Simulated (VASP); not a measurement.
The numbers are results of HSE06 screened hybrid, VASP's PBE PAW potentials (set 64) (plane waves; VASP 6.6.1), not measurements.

VASP ran on this input.

File KPOINTS:
```
K-points
0
gamma
  1 1 1
0 0 0
```

### INCAR
```
NELM = 50
LREAL = Auto
ISIF = 0
EDIFF = 1E-5   # SCF stop (eV)
LWAVE = .FALSE.
GGA = PE
HFSCREEN = 0.2   # 1/Angstrom
SYSTEM = CaMg31O32
SIGMA = 0.05   # width (eV)
LHFCALC = .TRUE.
NELMIN = 4
ALGO = Normal   # blocked Davidson
AEXX = 0.25
ENCUT = 400   # plane-wave cut-off (eV)
LCHARG = .FALSE.
LASPH = .TRUE.
PRECFOCK = Fast
PREC = Normal
ISMEAR = 0
ISYM = 0
```

POSCAR:
```
CaMg31O32
1
    8.4869590160     0.0000000000     0.0000000000
    0.0000000000     8.4869590160     0.0000000000
    0.0000000000     0.0000000000     8.4869590160
Mg O Ca
31 32 1
Direct
  0.5000944782   0.9997960558   0.0003677188
  0.7502629408   0.2497790461   0.0003945571
  0.7502162077   0.0000741824   0.2500138495
  0.0000052104   0.0000364079   0.0000654800
  0.2497560319   0.2496243711   0.0004691447
  0.5000717765   0.4996153222   0.0008978770
  0.7504686343   0.7502708093   0.0006226015
  0.2494747496   0.9996801483   0.2498376207
  0.4998125110   0.2466653097   0.2477524208
  0.7528185555   0.4997660967   0.2479221150
  0.5000973833   0.9995842975   0.5001907644
  0.7529924944   0.2469410692   0.5006042801
  0.7506431140   0.9998260915   0.7505886277
  0.9999880079   0.5000193788   0.0004868021
  0.2496866367   0.7501587152   0.0003948578
  0.9998861878   0.2498192348   0.2501793914
  0.2468849763   0.4998580306   0.2477711778
  0.4998734895   0.7525025896   0.2473892772
  0.0000637592   0.9998473026   0.5001209171
  0.2469633729   0.2467050862   0.5004696409
  0.7528523990   0.7528942352   0.5002427684
  0.2498927583   0.9998905035   0.7505369773
  0.5002883703   0.2465667218   0.7534050947
  0.7529249913   0.5002214298   0.7536723890
  0.9998349437   0.7500967554   0.2500577497
  0.0000558468   0.5001932394   0.5008362487
  0.2474490459   0.7526780156   0.5003172165
  0.0002099213   0.2498962386   0.7506426634
  0.2475412510   0.4999391472   0.7536423054
  0.5002103420   0.7528083749   0.7536078836
  0.0003567897   0.7502163004   0.7503716150
  0.7497260691   0.2501110032   0.2508717210
  0.9998284077   0.4999607350   0.2484226187
  0.0000876364   0.2477742713   0.5005512220
  0.2499641312   0.2499839914   0.2506163861
  0.4998130124   0.4995432717   0.2382677568
  0.7497505502   0.7496540683   0.2505319232
  0.9998010252   0.9999405723   0.2496079200
  0.5001008924   0.2368358468   0.5006159181
  0.7626692745   0.5000504978   0.5007703129
  0.0001394945   0.7520941932   0.5002620065
  0.7499246952   0.2501726696   0.7502454757
  0.0002652175   0.5000779547   0.7526985178
  0.9999011454   0.2495691182   0.0002501371
  0.2500218200   0.7496332275   0.2504685985
  0.4999071389   0.9997485590   0.2481402835
  0.2374515351   0.4998950150   0.5006708666
  0.5000283599   0.7621720528   0.5002576694
  0.7522501029   0.9997316190   0.5002224474
  0.2505916177   0.2500500046   0.7503210936
  0.5002233245   0.4999183793   0.7635382531
  0.7501039890   0.7498864026   0.7502788670
  0.0002721520   0.0000294029   0.7506329179
  0.5001139813   0.2475345384   0.0006372857
  0.7521390859   0.4999007680   0.0007491455
  0.0000839950   0.7504782954   0.0002169468
  0.2479254535   0.9997445695   0.5002033801
  0.2504714630   0.7497050570   0.7501973838
  0.5002358331   0.9995401926   0.7525407786
  0.2478797567   0.4999018024   0.0006773842
  0.5000850192   0.7519813241   0.0005702216
  0.7506743320   0.0001591915   0.0003975833
  0.2494170093   0.9998828905   0.0001858829
  0.5000073023   0.4995010071   0.5008880610
```

POTCAR, in this order: Mg O Ca_sv (PBE.64 set). Program: vasp_gam. Read from the step before: WAVECAR.

Output of the run:

### OSZICAR
```
       N       E                     dE             d eps       ncg     rms          rms(c)
DAV:   1    -0.455950280829E+03   -0.45595E+03   -0.79933E+00   348   0.830E+00    0.167E+00
DAV:   2    -0.456016043119E+03   -0.65762E-01   -0.20719E-01   372   0.118E+00    0.108E+00
DAV:   3    -0.455996769413E+03    0.19274E-01   -0.19744E-02   380   0.405E-01    0.681E-01
DAV:   4    -0.455992436729E+03    0.43327E-02   -0.67474E-03   396   0.202E-01    0.447E-01
DAV:   5    -0.455990814754E+03    0.16220E-02   -0.80278E-04   407   0.110E-01    0.261E-01
DAV:   6    -0.455990255592E+03    0.55916E-03   -0.36267E-04   391   0.683E-02    0.146E-01
DAV:   7    -0.455990069281E+03    0.18631E-03   -0.70576E-05   399   0.324E-02    0.856E-02
DAV:   8    -0.455990004850E+03    0.64431E-04   -0.28835E-05   287   0.198E-02    0.514E-02
DAV:   9    -0.455989983573E+03    0.21277E-04   -0.12440E-05   231   0.132E-02    0.310E-02
DAV:  10    -0.455989976460E+03    0.71132E-05   -0.47839E-06   191   0.849E-03
   1 F= -.45598998E+03 E0= -.45598998E+03  d E =-.104370E-18
```

OUTCAR:
```
------------------------ aborting loop because EDIFF is reached ----------------------------------------
  volume of cell :      611.30
      direct lattice vectors                 reciprocal lattice vectors
     8.486959016  0.000000000  0.000000000     0.117827834  0.000000000  0.000000000
     0.000000000  8.486959016  0.000000000     0.000000000  0.117827834  0.000000000
     0.000000000  0.000000000  8.486959016     0.000000000  0.000000000  0.117827834
  FREE ENERGIE OF THE ION-ELECTRON SYSTEM (eV)
  ---------------------------------------------------
  free  energy   TOTEN  =      -455.9899764596 eV

  energy  without entropy=     -455.9899764596  energy(sigma->0) =     -455.98997646

  exchange ACFDT corr.  =         0.00000000  see jH, gK, PRB 81, 115126
```
(Selected blocks of OUTCAR.)

The supercell is sampled at Γ alone, which is coarse: total energies, pressure and levels can be off, energies of defects by several tenths of an eV.

The cell is a supercell with a defect, built from MgO (rock salt): Ca_Mg. The cell's shape comes from a PBE relaxation. The run is not spin-polarised, so no state with unpaired spins was tried.
